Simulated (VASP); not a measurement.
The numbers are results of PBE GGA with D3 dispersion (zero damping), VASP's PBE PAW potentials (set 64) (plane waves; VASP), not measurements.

The input files of a VASP run:

**POSCAR**
```
CuI
1
    0.0000000000     3.0250000000     3.0250000000
    3.0250000000     0.0000000000     3.0250000000
    3.0250000000     3.0250000000     0.0000000000
Cu I
1 1
Direct
  0.0000000000   0.0000000000   0.0000000000
  0.2500000000   0.2500000000   0.2500000000
```

File KPOINTS:
```
K-points
0
Gamma
7 7 7
```

### INCAR
```
SYSTEM = CuI
PREC = Accurate
ENCUT = 400
EDIFF = 1E-6
NELM = 100
ALGO = Normal
LREAL = .FALSE.
LASPH = .TRUE.
ISMEAR = 0
SIGMA = 0.05
GGA = PE
LMAXMIX = 4
LWAVE = .FALSE.
LCHARG = .FALSE.
ISIF = 2
IVDW = 11
```

POTCAR, in this order: Cu I (PBE.64 set). Program: vasp_std.

Task: What will the output report for the number of irreducible k-points (NKPTS), number of bands (NBANDS), largest plane-wave count, number of space-group operations, FFT grid (NGX, NGY, NGZ)?

Result: 
The number of irreducible k-points (NKPTS) is 20 and the number of bands (NBANDS) is 13. The largest plane-wave count is 1014. The number of space-group operations is 24 and the FFT grid (NGX, NGY, NGZ) comes out as 28 × 28 × 28.

The compound is CuI in the zinc blende structure. The cell was not relaxed at this level. The run is one of a series of settings (IVDW = 11 against the base run), some of them coarse on purpose.
